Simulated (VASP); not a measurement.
VASP ran on this input.

**INCAR**
```
! general
SYSTEM  = Os
PREC    = Accurate
ENCUT   = 400
LREAL   = .FALSE.
LASPH   = .TRUE.

! electronic loop
EDIFF   = 1E-6
NELM    = 100
ALGO    = Normal
LMAXMIX = 6

! smearing
ISMEAR  = 1
SIGMA   = 0.1

! ions
IBRION  = 2
NSW     = 60
ISIF    = 3
EDIFFG  = -0.01

! output
LWAVE   = .FALSE.
LCHARG  = .FALSE.
```

### POSCAR
```
Os
1.0
  1.3650000000  -2.3642490000   0.0000000000
  1.3650000000   2.3642490000   0.0000000000
  0.0000000000   0.0000000000   4.3200000000
Os
2
Cartesian
  1.3650000000   0.7880845762   1.0800000000
  1.3650000000  -0.7880845762   3.2400000000
```

**KPOINTS**
```
Automatic
0
G
 14 14 8
0 0 0
```

POTCAR, in this order: Os (LDA.64 set). Program: vasp_std.

Q: Write an equivalent input for Ansatz.

A: One equivalent input (not run):
Ansatz 0.2 input:
```yaml
crystal:
  lattice:
    - [1.3650000, -2.3642490, 0.0000000]
    - [1.3650000, 2.3642490, 0.0000000]
    - [0.0000000, 0.0000000, 4.3200000]
  atoms:
    - { symbol: Os, position: [0.3333330, 0.6666670, 0.2500000] }
    - { symbol: Os, position: [0.6666670, 0.3333330, 0.7500000] }
kpoints:
  mp_grid: { grid: [14, 14, 8] }
hamiltonian:
  xc: lda
  pseudopotentials: { kind: paw }
scf:
  occupations: { method: methfessel_paxton, width: 0.1 }
  max_iter: 100
relax:
  max_steps: 60
  f_tol: 0.01
  cell: {}
output: { forces: true, stress: true, eigenvalues: true }
```
Limits of the translation: each code has its own PAW files, so the cut-off isn't converted (ENCUT is set for VASP's; basis.ecutwfc is left out, and Ansatz then takes the one that its files recommend); Ansatz stops its SCF on the density residual and VASP on the energy change (EDIFF); Ansatz's lda is the Perdew-Wang form, while the LDA potentials of VASP carry Perdew-Zunger's.

The compound is Os in the hcp structure. This run relaxes it. Symmetry was kept, so distortions that lower it aren't found.
